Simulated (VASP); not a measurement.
Here is the system:

```xyz
4
Lattice="2.9136 0.0000 0.0000 -1.4568 2.5233 0.0000 0.0000 0.0000 5.7331" Properties=species:S:1:pos:R:3 pbc="T T T"
W     -1.4568     2.5233     0.0000
W      0.0000     0.0000     2.8666
C      0.0000     1.6822     1.4333
C      1.4568     0.8411     4.2999
```

The numbers are results of r2SCAN meta-GGA, VASP's PBE PAW potentials (set 64) (plane waves; VASP), not measurements. Run with 520 eV cut-off, 13×13×6 Γ-centred mesh, tetrahedra with Blöchl corrections, potentials W_sv C.

Question: Give the energies of bands 11 to 21 at the high-symmetry points, in eV from the Fermi level.

Answer: 
| band | Γ | M | K | A | L | H |
|---|---|---|---|---|---|---|
| 11 | -9.16 | -8.65 | -6.96 | -6.26 | -7.21 | -6.49 |
| 12 | -4.63 | -7.15 | -6.29 | -6.26 | -7.21 | -6.49 |
| 13 | -4.22 | -4.69 | -6.29 | -3.09 | -4.74 | -5.12 |
| 14 | -4.22 | -4.15 | -5.11 | -3.09 | -4.74 | -5.12 |
| 15 | -0.99 | -4.07 | -5.11 | -3.09 | -3.28 | -4.83 |
| 16 | -0.87 | -2.67 | -2.05 | -3.09 | -3.28 | -4.83 |
| 17 | -0.87 | -1.98 | -0.04 | 0.45 | -1.97 | -0.83 |
| 18 | -0.13 | -0.46 | -0.04 | 0.45 | -1.97 | -0.83 |
| 19 | -0.13 | 2.12 | 1.71 | 0.73 | 4.11 | 2.95 |
| 20 | 0.97 | 3.91 | 1.71 | 0.73 | 4.11 | 2.95 |
| 21 | 0.97 | 4.36 | 2.05 | 0.73 | 4.32 | 4.10 |

It has no gap at this level: it comes out as a metal or semimetal.

The structure was generated: WC was put into the NiAs type type (P6_3/mmc), which need not be its known phase. It was relaxed first, which changed the volume by -36 %.
